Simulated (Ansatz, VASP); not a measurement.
# C: VASP beside Ansatz, part 2 of 2

Aim: how closely do two programs agree when they are given the same cell, functional and k mesh? Of the first pair: The cell is taken from a series of runs on this material, whose earlier steps may have relaxed, scaled, displaced or heated it; both programs get it as it stands.

VASP 6.6.1 and Ansatz 0.2.0.

So far: Set-up; VASP: single point, LDA, pair 1; Ansatz: single point, LDA, pair 1; Comparison.

## 5. Ansatz: relaxation, LDA

Level of this step: Ansatz beside VASP: Kohn-Sham DFT, plane waves, LDA (Ansatz).

The two programs are compared at the cell with which this relaxation starts, whose forces are those of its first step.

The structure compared here is the start of the Ansatz relaxation; VASP solves that cell, so the two are compared at the walk's first step.

The input, input.yaml:

```yaml
crystal:
  lattice:
    - [6.8554839657, 0.0, 0.0]
    - [0.0, 6.8554839657, 0.0]
    - [0.0, 0.0, 6.8554839657]
  atoms:
    - { symbol: C, position: [-0.1566876176, 0.3753693231, 0.8086712377] }
    - { symbol: C, position: [0.4563682209, 0.421023003, 0.6449810384] }
    - { symbol: C, position: [0.4323908661, 0.6104544878, 0.565113512] }
    - { symbol: C, position: [-0.0442915074, 0.5663565718, 0.4999275111] }
    - { symbol: C, position: [0.367628968, 0.9363882897, 0.6895485894] }
    - { symbol: C, position: [0.802040724, 0.5140000417, 0.6548658862] }
    - { symbol: C, position: [0.6795567875, 0.6156531599, 0.0809384469] }
    - { symbol: C, position: [1.0612279961, 0.3805258461, 0.4431102989] }
    - { symbol: C, position: [0.8780067406, 0.9206178598, 0.3052248045] }
    - { symbol: C, position: [0.6756411586, 0.1459315595, 0.4811265866] }
    - { symbol: C, position: [0.2291883042, 1.0839383153, 0.546916244] }
    - { symbol: C, position: [0.637306161, 1.2099212115, 0.2578472769] }
    - { symbol: C, position: [0.7942382637, 1.2788969987, 0.1384075607] }
    - { symbol: C, position: [0.763134732, 0.7198040365, 0.3283014636] }
    - { symbol: C, position: [0.2423816605, 1.0018463755, 0.1962027976] }
    - { symbol: C, position: [0.3688681922, 0.8735589203, 0.0698069849] }
    - { symbol: C, position: [0.4589493558, 1.3170747602, 0.1513720996] }
    - { symbol: C, position: [0.7941667386, 0.4317528594, 1.0074755399] }
    - { symbol: C, position: [0.4559962984, 0.8826248284, 0.8924827009] }
    - { symbol: C, position: [0.2404038257, 0.2485129953, 0.1226489191] }
    - { symbol: C, position: [0.207470686, 1.267835126, -0.1086185234] }
    - { symbol: C, position: [0.2718040544, 0.7357073708, 0.623316717] }
    - { symbol: C, position: [1.0723567477, 0.8389325549, 0.23454327] }
    - { symbol: C, position: [0.6062028863, 0.7398806534, 0.4930600844] }
    - { symbol: C, position: [0.3432875718, 0.6695591639, 0.1283381058] }
    - { symbol: C, position: [0.9108177708, 0.8811418347, 0.6537725743] }
    - { symbol: C, position: [0.9039995535, 1.0126014475, 0.8218244222] }
    - { symbol: C, position: [0.4847177816, 0.5185386421, 0.1148341248] }
    - { symbol: C, position: [0.3531161814, 1.3384542657, 0.7908720274] }
    - { symbol: C, position: [0.7699498478, 1.0574064784, 1.1417711419] }
    - { symbol: C, position: [0.7448123672, 0.7333962068, 0.689539884] }
    - { symbol: C, position: [0.3279440712, 1.0267453724, 0.3925603478] }
    - { symbol: C, position: [0.073142167, 0.7303365433, 0.5865631221] }
    - { symbol: C, position: [1.124966616, 0.4038661603, 0.256350182] }
    - { symbol: C, position: [-0.1157183596, 1.0388990791, 0.4930741921] }
    - { symbol: C, position: [0.0041384213, 1.2155869407, 0.790053006] }
    - { symbol: C, position: [0.1525764695, 0.6394293326, 0.2032989754] }
    - { symbol: C, position: [0.6525576498, 0.7831777837, 0.9011437617] }
    - { symbol: C, position: [0.0558691352, 1.1958124181, 0.5620610236] }
    - { symbol: C, position: [0.7690254661, 0.9590671323, 0.9564382999] }
    - { symbol: C, position: [0.5138753574, 0.9509413057, 0.5036923729] }
    - { symbol: C, position: [0.6527326212, 1.3296250543, 0.6122218436] }
kpoints:
  mp_grid: { grid: [2, 2, 2] }
scf:
  occupations: { method: fermi_dirac, width: 0.03 }
  n_extra_bands: 29
hamiltonian:
  xc: lda
  pseudopotentials: { kind: paw, azcp: { folder: soft_1 }, xc_functional: pbe }
output:
  forces: true
relax:
  f_tol: 0.05
  max_steps: 60
```

The run is started by

```
$ ansatz run input.yaml --threads 8 --pin off --max-ram 23552MiB --backend cpu --events-out ev --progress --plain --runs-dir out
```

Numbers of over 12 decimals in the logs are rounded to 6 here.

What it wrote:

```text
[...]
Crystal: 42 atoms, lattice volume = 322.192 Å³
Basis set: ecut = 420 eV, 6355 PW (Γ)
Bands: 113, of which v1, the nominal top of the filled ones, is band 84 counted from 1 (83 counted from 0)
Symmetry: 1 space group operations
[...]
k-points: 8
[...]
- { symbol: C, position: [0.368344, 0.941295, 0.677749] }
    - { symbol: C, position: [0.809388, 0.514431, 0.649580] }
    - { symbol: C, position: [0.684044, 0.602414, 0.087810] }
    - { symbol: C, position: [1.056674, 0.382050, 0.433087] }
[...]
- { symbol: C, position: [0.045669, 1.185937, 0.552020] }
    - { symbol: C, position: [0.778171, 0.954842, 0.951664] }
    - { symbol: C, position: [0.515684, 0.959681, 0.504186] }
    - { symbol: C, position: [0.663848, 1.337172, 0.634525] }
[key lines of the parts left out:]
SCF converged after 6 iterations
Free energy (F): -10172.282678 eV
Fermi energy:    8.723062 eV
```

## 6. VASP: single point, LDA, start cell, pair 2

The same cell, functional (in two slightly different forms), mesh and smearing now go to VASP, with its own data sets.

The input, INCAR:

```
SYSTEM = C
PREC = Accurate
ENCUT = 520
EDIFF = 1E-06
NELM = 120
ISMEAR = -1
SIGMA = 0.03
LREAL = Auto
ALGO = Normal
GGA = PW92
NBANDS = 120
LORBIT = 11
LWAVE = .FALSE.
LCHARG = .FALSE.
ISIF = 2
LASPH = .TRUE.
GGA_COMPAT = .FALSE.
KPAR = 8
```

The input, POSCAR:

```
C
1.0
    6.8554839657      0.0000000000      0.0000000000
    0.0000000000      6.8554839657      0.0000000000
    0.0000000000      0.0000000000      6.8554839657
C
42
Direct
    0.8433124481      0.3753692683      0.8086712809
    0.4563682179      0.4210229379      0.6449810140
    0.4323909172      0.6104544947      0.5651135674
    0.9557084516      0.5663565139      0.4999275058
    0.3676288957      0.9363883035      0.6895485459
    0.8020406769      0.5140000352      0.6548659471
    0.6795568370      0.6156531065      0.0809384141
    0.0612280674      0.3805258700      0.4431103647
    0.8780067214      0.9206178632      0.3052248405
    0.6756411397      0.1459314915      0.4811266450
    0.2291883415      0.0839383532      0.5469163109
    0.6373061365      0.2099211436      0.2578472955
    0.7942383101      0.2788970179      0.1384075880
    0.7631347438      0.7198040320      0.3283014024
    0.2423817207      0.0018464100      0.1962027782
    0.3688681955      0.8735588953      0.0698070337
    0.4589493631      0.3170747748      0.1513720994
    0.7941666886      0.4317528879      0.0074754801
    0.4559962529      0.8826247761      0.8924827234
    0.2404038881      0.2485130165      0.1226489631
    0.2074706917      0.2678350709      0.8913814103
    0.2718040053      0.7357073586      0.6233167522
    0.0723566763      0.8389326018      0.2345433244
    0.6062028619      0.7398806598      0.4930601569
    0.3432875070      0.6695591475      0.1283381311
    0.9108178257      0.8811418756      0.6537725159
    0.9039994887      0.0126014494      0.8218244005
    0.4847177846      0.5185385916      0.1148341975
    0.3531161348      0.3384543011      0.7908720999
    0.7699498717      0.0574064554      0.1417711775
    0.7448123321      0.7333962161      0.6895399397
    0.3279440243      0.0267453086      0.3925603230
    0.0731421738      0.7303364759      0.5865631107
    0.1249666746      0.4038661623      0.2563502458
    0.8842816927      0.0388990822      0.4930741603
    0.0041384387      0.2155869727      0.7900530476
    0.1525765366      0.6394294002      0.2032989949
    0.6525577220      0.7831778219      0.9011438187
    0.0558691410      0.1958124388      0.5620609747
    0.7690255023      0.9590670816      0.9564382373
    0.5138753176      0.9509413241      0.5036923749
    0.6527326185      0.3296250193      0.6122218389
```

The input, KPOINTS:

```
Automatic mesh
0
Gamma
2 2 2
0 0 0
```

PAW data sets: C (LDA family, release 64).

The run is started by

```
$ mpirun -np 8 vasp_std
```

What it wrote:

```text
[banner, memory and clock lines left out]
running    8 mpi-ranks, on    1 nodes
[...]
[... a notice as in an earlier step ...]

 [... a notice as in an earlier step ...]

 LDA part: xc-table for (Slater(with rela. corr.)+PW92), standard interpolation
 POSCAR, INCAR and KPOINTS ok, starting setup
[...]
entering main loop
       N       E                     dE             d eps       ncg     rms          rms(c)
DAV:   1     0.536283077052E+03    0.53628E+03   -0.85826E+04  1920   0.133E+03
DAV:   2    -0.351020132538E+03   -0.88730E+03   -0.83690E+03  2312   0.274E+02
DAV:   3    -0.407738703389E+03   -0.56719E+02   -0.55621E+02  2376   0.649E+01
DAV:   4    -0.409136864228E+03   -0.13982E+01   -0.13898E+01  2456   0.105E+01
[...]
DAV:  13    -0.390104174053E+03    0.76519E-06   -0.93291E-05  2368   0.328E-02    0.342E-02
DAV:  14    -0.390104182301E+03   -0.82477E-05   -0.33785E-05  2256   0.172E-02    0.788E-03
DAV:  15    -0.390104182955E+03   -0.65361E-06   -0.29973E-06  1680   0.533E-03
   1 F= -.39010418E+03 E0= -.39009896E+03  d E =-.104391E-01
```

Parts of OUTCAR (step 6):

```text
  Total      -22.6352277    -80.8530964    -30.8027657      0.9090672      6.8286875    -20.1513257
  in kB     -112.5592242   -402.0618628   -153.1743114      4.5205598     33.9573242   -100.2074121
  external PRESSURE =    -222.5984662 kB  Pullay stress =       0.0000000 kB

 POSITION                                       TOTAL-FORCE (eV/Angst)
 -----------------------------------------------------------------------------------
      5.78131      2.57334      5.54383         0.199531      0.195283      0.560709
      3.12863      2.88632      4.42166         1.291913     -0.296153      0.098494
      2.96425      4.18496      3.87413        -0.471703      0.528289     -0.248176
      6.55184      3.88265      3.42725        -0.546171     -1.213303      1.296536
      2.52027      6.41940      4.72719        -0.025945     -0.131521     -1.938530
      5.49838      3.52372      4.48942         1.783997      0.473392     -2.405814
      4.65869      4.22060      0.55487         0.349222     -1.244244     -0.362967
      0.41975      2.60869      3.03774        -0.540588      1.559402     -1.418617
      6.01916      6.31128      2.09246         0.671754     -1.393766     -2.215318
      4.63185      1.00043      3.29836        -0.392030     -0.501896      0.403407
      1.57120      0.57544      3.74938         2.801982     -0.881715      2.044421
      4.36904      1.43911      1.76767        -0.913247      0.060745     -0.635938
      5.44489      1.91197      0.94885         0.801222     -0.524571     -0.278485
      5.23166      4.93460      2.25067        -0.258458     -0.801264      0.049185
[...]
-----------------------------------------------------------------------------------
    total drift:                               -0.032441      0.017279      0.024673

  FREE ENERGIE OF THE ION-ELECTRON SYSTEM (eV)
  ---------------------------------------------------
  free  energy   TOTEN  =      -390.1041829547 eV

  energy  without entropy=     -390.0937438620  energy(sigma->0) =     -390.09896341

[... 2 parts as in an earlier step ...]

[... 1 further part left out ...]
[key lines of the parts left out:]
E-fermi :   6.3574
```

The run ends at a pressure of -22.26 GPa, with forces up to 3.6 eV/Å.

## 7. Differences

Forces on 10 of the 42 atoms, those with the largest forces and the largest differences (eV/Å; atoms numbered as in POSCAR):

```tsv
atom	Ansatz x, y, z	VASP x, y, z
C6	1.801, 0.463, -2.395	1.784, 0.473, -2.406
C8	-0.543, 1.566, -1.430	-0.541, 1.559, -1.419
C9	0.685, -1.404, -2.200	0.672, -1.394, -2.215
C11	2.805, -0.888, 2.013	2.802, -0.882, 2.044
C12	-0.865, 0.066, -0.679	-0.913, 0.061, -0.636
C13	0.749, -0.556, -0.266	0.801, -0.525, -0.278
C21	-1.575, 0.051, 2.113	-1.578, 0.049, 2.111
C31	-2.462, -1.496, 0.042	-2.479, -1.501, 0.046
C37	0.239, 0.486, -0.436	0.213, 0.453, -0.426
C39	-2.755, -0.503, 0.152	-2.776, -0.503, 0.151
```

The forces differ by 16 meV/Å r.m.s., which is 1.6 % of the r.m.s. force of 0.976 eV/Å (both taken over all components).

## 8. Ansatz: relaxation, LDA

This run makes the geometry at which the two programs are then compared.

The structure compared here is the end of the Ansatz relaxation.

input.yaml is that of step 5.

The run is started by

```
$ ansatz run input.yaml --threads 8 --pin off --max-ram 23552MiB --backend cpu --events-out ev --progress --plain --runs-dir out
```

What it wrote:

```text
[...]
Crystal: 42 atoms, lattice volume = 322.192 Å³
Basis set: ecut = 420 eV, 6355 PW (Γ)
Bands: 113, of which v1, the nominal top of the filled ones, is band 84 counted from 1 (83 counted from 0)
Symmetry: 1 space group operations
[...]
k-points: 8
[...]
- { symbol: C, position: [0.368344, 0.941295, 0.677749] }
    - { symbol: C, position: [0.809388, 0.514431, 0.649580] }
    - { symbol: C, position: [0.684044, 0.602414, 0.087810] }
    - { symbol: C, position: [1.056674, 0.382050, 0.433087] }
[...]
- { symbol: C, position: [0.045669, 1.185937, 0.552020] }
    - { symbol: C, position: [0.778171, 0.954842, 0.951664] }
    - { symbol: C, position: [0.515684, 0.959681, 0.504186] }
    - { symbol: C, position: [0.663848, 1.337172, 0.634525] }
[key lines of the parts left out:]
SCF converged after 6 iterations
Free energy (F): -10172.282678 eV
Fermi energy:    8.723062 eV
```

## 9. VASP: single point, LDA, relaxed cell, pair 3

The same cell, functional (in two slightly different forms), mesh and smearing now go to VASP, with its own data sets.

INCAR is that of step 6.

The input, POSCAR:

```
C
1.0
    6.8554839657      0.0000000000      0.0000000000
    0.0000000000      6.8554839657      0.0000000000
    0.0000000000      0.0000000000      6.8554839657
C
42
Direct
    0.8329259085      0.3662950369      0.8055386273
    0.4634654007      0.4317402900      0.6589816296
    0.4329409317      0.6183045449      0.5668316291
    0.9623009685      0.5573377576      0.5097910403
    0.3683436456      0.9412950422      0.6777492240
    0.8093878326      0.5144313736      0.6495797079
    0.6840438904      0.6024143085      0.0878097851
    0.0566738763      0.3820503691      0.4330870480
    0.8772962314      0.9095464835      0.2927167545
    0.6715443922      0.1411457461      0.4855083656
    0.2397402188      0.0843934450      0.5486889329
    0.6316420233      0.2100174846      0.2623719630
    0.7953268830      0.2661997185      0.1419279951
    0.7586869579      0.7137009359      0.3223583166
    0.2405833881      0.0062040685      0.1873205477
    0.3680592739      0.8762625887      0.0625255414
    0.4527990125      0.3237574797      0.1739994981
    0.7929202237      0.4163334412      0.0133976402
    0.4570129631      0.8869524220      0.8841586733
    0.2392493526      0.2562103117      0.1244828194
    0.1934475403      0.2794928443      0.8956025769
    0.2722165539      0.7431141981      0.6213644768
    0.0752987032      0.8428691660      0.2300588130
    0.6051889563      0.7485941620      0.4998045194
    0.3466098670      0.6748950055      0.1339864977
    0.9119224990      0.8716560629      0.6506595734
    0.9143391507      0.0070594750      0.8203005062
    0.4865955493      0.5222611141      0.1301578530
    0.3298063607      0.3572752822      0.7852903561
    0.7760512775      0.0531986280      0.1404434639
    0.7378221633      0.7251322861      0.6873868939
    0.3339961229      0.0238612192      0.3878454079
    0.0736332560      0.7259767572      0.5931423540
    0.1318597805      0.4160834344      0.2537520217
    0.8767269814      0.0317268923      0.4869691288
    0.9985455256      0.2110020392      0.7794872258
    0.1568109655      0.6465116255      0.2019240436
    0.6569743596      0.7782574777      0.8962828803
    0.0456686309      0.1859368446      0.5520202341
    0.7781710710      0.9548415347      0.9516642647
    0.5156839130      0.9596814101      0.5041863497
    0.6638483303      0.3371720027      0.6345252744
```

KPOINTS is that of step 6.

The run is started by

```
$ mpirun -np 8 vasp_std
```

What it wrote:

```text
[... set-up lines as in an earlier step ...]
 entering main loop
       N       E                     dE             d eps       ncg     rms          rms(c)
[... 15 cycles as in an earlier step ...]
   1 F= -.39228756E+03 E0= -.39228020E+03  d E =-.147052E-01
```

Parts of OUTCAR (step 9):

```text
[... 6 parts as in an earlier step ...]

[... 1 further part left out ...]
[key lines of the parts left out:]
E-fermi :   6.2350
```

The run ends at a pressure of -22.26 GPa, with forces up to 0.071 eV/Å.

## 10. Comparison

At this near-relaxed geometry the largest component of a force difference is 50 meV/Å.

## 11. Summary of results

```yaml
r_m_s_force_difference_single_point_lda_pair_1: 16 meV/Å
r_m_s_force_difference_single_point_lda_start_cell_pair_2: 1.6 % of the r.m.s. force
r_m_s_force_difference_single_point_lda_relaxed_cell_pair_3: 16 meV/Å
```

The r.m.s. force difference is 16 meV/Å (single point, LDA, pair 1), beyond the 12 meV/Å picked in this series as the mark of a large difference. What causes the difference of the single point, LDA, pair 1 pair stays open here. What causes the difference of the single point, LDA, relaxed cell, pair 3 pair stays open here. Such differences can come from data sets, numerical settings and the points named under the comparisons, not from the functional's error against experiment.

[Lines on the potential files, build, host, timing and source positions are cut from VASP's logs without a mark.]

[Logs are printed without paths, hosts, clocks, repeated set-up lines and the standing remarks that a program may print on its own settings, such as how far it seeks lower states.]

[Hosts, paths, dates, database ids (printed as entryN), source tags and the programs' standing remarks are cut or masked in the printed files.]
